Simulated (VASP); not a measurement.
An input for Ansatz (written as the equivalent of a VASP run, and not itself run):

Ansatz 0.2 input:
```yaml
crystal:
  lattice:
    - [0.0000000, 3.2500000, 3.2500000]
    - [3.2500000, 0.0000000, 3.2500000]
    - [3.2500000, 3.2500000, 0.0000000]
  atoms:
    - { symbol: Ag, position: [0.0000000, 0.0000000, 0.0000000] }
    - { symbol: I, position: [0.2500000, 0.2500000, 0.2500000] }
kpoints:
  mp_grid: { grid: [6, 6, 6] }
hamiltonian:
  xc: rpbe
  pseudopotentials: { kind: paw }
scf:
  occupations: { method: gaussian, width: 0.05 }
  max_iter: 100
relax:
  max_steps: 60
  f_tol: 0.01
  cell: {}
output: { forces: true, stress: true, eigenvalues: true }
```

**Question.** Translate this input to VASP (INCAR, KPOINTS, POSCAR, choice of POTCAR).

**Answer.** This is not unique; one that fits is 
**INCAR**
```
ALGO=Normal
EDIFF=1E-6
EDIFFG=-0.01
ENCUT=520
GGA=RP
IBRION=2
ISIF=3
ISMEAR=0
LASPH=.TRUE.
LCHARG=.FALSE.
LMAXMIX=4
LREAL=.FALSE.
LWAVE=.FALSE.
NELM=100
NSW=60
PREC=Accurate
SIGMA=0.05
SYSTEM=AgI
```

POSCAR:
```
AgI
1
    0.0000000000     3.2500000000     3.2500000000
    3.2500000000     0.0000000000     3.2500000000
    3.2500000000     3.2500000000     0.0000000000
Ag I
1 1
Direct
  0.0000000000   0.0000000000   0.0000000000
  0.2500000000   0.2500000000   0.2500000000
```

**KPOINTS**
```
K-points
0
G
 6 6 6
0 0 0
```

POTCAR, in this order: Ag I (PBE.64 set). Program: vasp_std.

Limits of the translation: each code has its own PAW files, so the cut-off isn't converted (ENCUT is set for VASP's; basis.ecutwfc is left out, and Ansatz then takes the one that its files recommend); Ansatz stops its SCF on the density residual and VASP on the energy change (EDIFF).

The compound is AgI in the zinc blende structure, whereas wurtzite is the usual form. This run relaxes it. Symmetry was kept, so distortions that lower it aren't found.
